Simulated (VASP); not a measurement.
OSZICAR of a VASP run on MgO (rock salt):

### OSZICAR
```
       N       E                     dE             d eps       ncg     rms          rms(c)
DAV:   1     0.126045297792E+02    0.12605E+02   -0.54909E+03   840   0.105E+03
DAV:   2    -0.193741149195E+02   -0.31979E+02   -0.30290E+02   904   0.160E+02
DAV:   3    -0.198414940446E+02   -0.46738E+00   -0.46738E+00   912   0.220E+01
DAV:   4    -0.198423779604E+02   -0.88392E-03   -0.88392E-03  1000   0.902E-01
DAV:   5    -0.198423784580E+02   -0.49769E-06   -0.49769E-06   984   0.185E-02    0.683E+00
DAV:   6    -0.159499774256E+02    0.38924E+01   -0.49182E+00   752   0.156E+01    0.201E+00
DAV:   7    -0.163254570616E+02   -0.37548E+00   -0.13070E+00   760   0.984E+00    0.194E+00
DAV:   8    -0.160356875266E+02    0.28977E+00   -0.20041E+00   752   0.126E+01    0.195E+00
DAV:   9    -0.160973988968E+02   -0.61711E-01   -0.64663E-01   752   0.683E+00    0.442E-01
DAV:  10    -0.161649951365E+02   -0.67596E-01   -0.48922E-02   752   0.232E+00    0.141E-01
DAV:  11    -0.161652228904E+02   -0.22775E-03   -0.52744E-04  1072   0.238E-01    0.948E-02
DAV:  12    -0.161652353701E+02   -0.12480E-04   -0.27530E-04   792   0.196E-01    0.554E-02
DAV:  13    -0.161652399490E+02   -0.45789E-05   -0.58603E-04   776   0.275E-01    0.404E-03
DAV:  14    -0.161653523811E+02   -0.11243E-03   -0.34658E-05   784   0.992E-02    0.204E-03
DAV:  15    -0.161653408001E+02    0.11581E-04   -0.11175E-06   888   0.130E-02    0.315E-03
DAV:  16    -0.161653493149E+02   -0.85148E-05   -0.10426E-06   872   0.963E-03    0.524E-04
DAV:  17    -0.161653479803E+02    0.13346E-05   -0.10830E-07   768   0.566E-03    0.167E-04
DAV:  18    -0.161653486106E+02   -0.63030E-06   -0.16351E-09   440   0.555E-04    0.816E-05
DAV:  19    -0.161653483956E+02    0.21500E-06   -0.88534E-10   416   0.338E-04    0.164E-05
DAV:  20    -0.161653486749E+02   -0.27929E-06   -0.39919E-10   432   0.261E-04    0.835E-06
DAV:  21    -0.161653486715E+02    0.34775E-08   -0.16367E-11   416   0.645E-05
   1 F= -.16165349E+02 E0= -.16165349E+02  d E =-.383127E-20
```

Which electronic solver shows in the log?

It is blocked Davidson (ALGO = Normal, or the opening steps of other solvers). The INCAR had ALGO = Normal.

Can the final energy be trusted as converged?

Self-consistency was reached. It stopped with EDIFF = 1E-7, NELM = 100 (r2SCAN meta-GGA, plane waves, VASP's PBE PAW potentials (set 64)).

The compound is MgO in the rock salt structure. It was relaxed first.
